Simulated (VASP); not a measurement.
An input for Quantum ESPRESSO's pw.x (written as the equivalent of a VASP run, and not itself run):

```
&CONTROL
  calculation = 'scf'
  pseudo_dir = './pseudo'
  outdir = './out'
  tprnfor = .true.
  tstress = .true.
/
&SYSTEM
  ibrav = 0
  nat = 2
  ntyp = 2
  ecutwfc = 94
  occupations = 'smearing'
  smearing = 'methfessel-paxton'
  degauss = 0.00735
  input_dft = 'rpbe'
  nspin = 2
  starting_magnetization(1) = 0.15
  starting_magnetization(2) = -0.15
/
&ELECTRONS
  conv_thr = 7.3e-09
  electron_maxstep = 100
/
ATOMIC_SPECIES
  Cr1 51.996 Cr.upf
  Cr2 51.996 Cr.upf
CELL_PARAMETERS angstrom
     2.8450448    0.0000000    0.0000000
     0.0000000    2.8450448    0.0000000
     0.0000000    0.0000000    2.8450448
ATOMIC_POSITIONS crystal
  Cr1  0.0000000  0.0000000  0.0000000
  Cr2  0.5000000  0.5000000  0.5000000
K_POINTS automatic
  13 13 13 0 0 0
```

### Question
Translate this input to VASP (INCAR, KPOINTS, POSCAR, choice of POTCAR).

### Answer
Several could match; the one computed here: 
**POSCAR**
```
Cr
1
    2.8450447810     0.0000000000     0.0000000000
    0.0000000000     2.8450447810     0.0000000000
    0.0000000000     0.0000000000     2.8450447810
Cr
2
Direct
  0.0000000000   0.0000000000   0.0000000000
  0.5000000000   0.5000000000   0.5000000000
```

KPOINTS:
```
kpoints
0
Gamma
  13 13 13
0 0 0
```

**INCAR**
```
# general
SYSTEM  = Cr
PREC    = Accurate
ENCUT   = 520
LREAL   = F
LASPH   = T

# electronic loop
EDIFF   = 1E-7
NELM    = 100
ALGO    = Normal
LMAXMIX = 4

# smearing
ISMEAR  = 1
SIGMA   = 0.1

# functional
GGA     = RP

# spin
ISPIN   = 2
MAGMOM  = 1.5 -1.5

# ions
ISIF    = 2

# output
LWAVE   = F
LCHARG  = F
LORBIT  = 10
```

POTCAR, in this order: Cr_pv (PBE.64 set). Program: vasp_std.

Limits of the translation: the potentials are each code's own (VASP's PAW set, PseudoDojo norm-conserving files in pw.x), so ENCUT and ecutwfc are chosen apart and not converted; conv_thr bounds pw.x's estimated SCF error, while EDIFF bounds the energy change between steps; starting_magnetization is a fraction of the valence charge and MAGMOM a moment in μB, so they match only roughly.

The compound is Cr in the bcc, AFM order structure. This cell is one point of a volume scan, at 0.94 of the reference volume.
